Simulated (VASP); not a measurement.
Crystal: V3RuN.

```
CELL_PARAMETERS angstrom
3.88997 0.00000 0.00000
0.00000 3.88997 0.00000
0.00000 0.00000 3.88997
ATOMIC_POSITIONS crystal
Ru 0.00000 0.00000 0.00000
V 0.00000 0.50000 0.50000
V 0.50000 0.00000 0.50000
V 0.50000 0.50000 0.00000
N 0.50000 0.50000 0.50000
```

The cell was built by a generator and needn't be a form met in nature.

| Item | Value |
| --- | --- |
| Program | VASP 6.6.1 |
| Task | relaxation of cell and atoms |
| Functional | PBE |
| Potentials or basis | VASP PAW PBE potentials, release 64 (Ru_pv, V_sv, N) |
| Cutoff | 600 eV |
| k mesh | 5 × 5 × 5 |
| Occupations | fermi-dirac, width 0.1 eV |
| Spin | no spin polarisation |

At the start: pressure 5.1 GPa; volume 11.77 Å³/atom.

**Question.** How do energy, volume and symmetry change on relaxing?

**Answer.** Over 3 steps the energy falls by 3.7 meV/atom and the volume is 12.01 Å³/atom (+2.0 %); space group Pm-3m (No. 221, to 0.05 Å).

The path:
| step | energy change (eV) | largest force (eV/Å) | pressure (GPa) | volume (Å³) |
| --- | --- | --- | --- | --- |
| 1 | 0.0000 | 0.0000 | 5.14 | 58.86 |
| 2 | 0.0344 | 0.0000 | -7.87 | 62.14 |
| 3 | -0.0186 | 0.0000 | -0.05 | 60.06 |

Final structure:
```
Ru V N
1.0
     3.91608    0.00000    0.00000
     0.00000    3.91608    0.00000
     0.00000    0.00000    3.91608
Ru V N
1 3 1
Direct
  0.00000 0.00000 0.00000
  0.00000 0.50000 0.50000
  0.50000 0.00000 0.50000
  0.50000 0.50000 0.00000
  0.50000 0.50000 0.50000
```

Caveat: the run has no spin polarisation, though such a crystal can be magnetic.
